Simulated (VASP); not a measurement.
Input:

```xyz
2
Lattice="0.0000 3.5441 3.5441 3.5441 0.0000 3.5441 3.5441 3.5441 0.0000" Properties=species:S:1:pos:R:3 pbc="T T T"
Ba     0.0000     0.0000     0.0000
Te     3.5441     3.5441     3.5441
```

Computed with PBE GGA, VASP's PBE PAW potentials (set 64) (plane waves; VASP). Settings: 400 eV cut-off, Gaussian smearing of 0.050 eV, potentials Ba_sv Te.

Unless said otherwise, spin-orbit coupling is left out, though it shifts the bands of the heavy elements here.

**Question.** What does the run give for the band gap (along the path) with the smallest direct gap where there is one?

**Answer.** 
The band gap (along the path) comes out as 1.60 eV and the smallest direct gap (along the path) comes out as 1.98 eV.

The compound is BaTe in the rock salt structure. It was relaxed first.
